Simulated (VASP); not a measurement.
A convergence study with VASP on ZnSe (zinc blende): one setting is varied, all else stays as given below, so the limit is that of these other settings.

```
CELL_PARAMETERS angstrom
      0.00000     2.83500     2.83500
      2.83500     0.00000     2.83500
      2.83500     2.83500     0.00000
ATOMIC_POSITIONS crystal
  Zn 0.00000 0.00000 0.00000
  Se 0.25000 0.25000 0.25000
```

The numbers are results of PBE GGA, VASP's PBE PAW potentials (set 64) (plane waves; VASP), not measurements. The tightest run used: 550 eV cut-off, 17×17×17 Γ-centred mesh, tetrahedra with Blöchl corrections, potentials Zn Se.

The reference is 17×17×17 mesh, which took about 60 core-seconds. The timings are rough (shared machines, no repeats); factors under 2 mean little.

Question: Of the settings 3×3×3 mesh; 4×4×4 mesh; 5×5×5 mesh; 6×6×6 mesh; 7×7×7 mesh; 8×8×8 mesh; 9×9×9 mesh; 10×10×10 mesh; 11×11×11 mesh; 12×12×12 mesh; 13×13×13 mesh; 14×14×14 mesh; 15×15×15 mesh; 16×16×16 mesh; 17×17×17 mesh, which is the lowest that keeps the difference from the reference in E (eV/atom) within 0.005 from there on, and what does it cost?

Answer: 6×6×6 mesh; its cost over the reference is about 1/7.
| setting | difference in E (eV/atom) | cost over the reference |
|---|---|---|
| 3×3×3 mesh | 0.1406 | about 1/10 |
| 4×4×4 mesh | 0.0338 | about 1/10 |
| 5×5×5 mesh | 0.0095 | about 1/10 |
| 6×6×6 mesh | 0.0030 | about 1/7 |
| 7×7×7 mesh | 0.0010 | about 1/6 |
| 8×8×8 mesh | 0.0004 | about 1/5 |
| 9×9×9 mesh | 0.0002 | about 1/4 |
| 10×10×10 mesh | 0.0001 | about 1/3 |
| 11×11×11 mesh | 0.0000 | about 1/3 |
| 12×12×12 mesh | 0.0000 | about 1/2 |
| 13×13×13 mesh | 0.0000 | within a factor of 2 |
| 14×14×14 mesh | 0.0000 | within a factor of 2 |
| 15×15×15 mesh | 0.0000 | within a factor of 2 |
| 16×16×16 mesh | 0.0000 | within a factor of 2 |
| 17×17×17 mesh | 0.0000 | reference |

Left out are rungs that failed or repeat a setting and relaxations that didn't move; long series are thinned to 24 rows.

The compound is ZnSe in the zinc blende structure. The cell was not relaxed at this level.
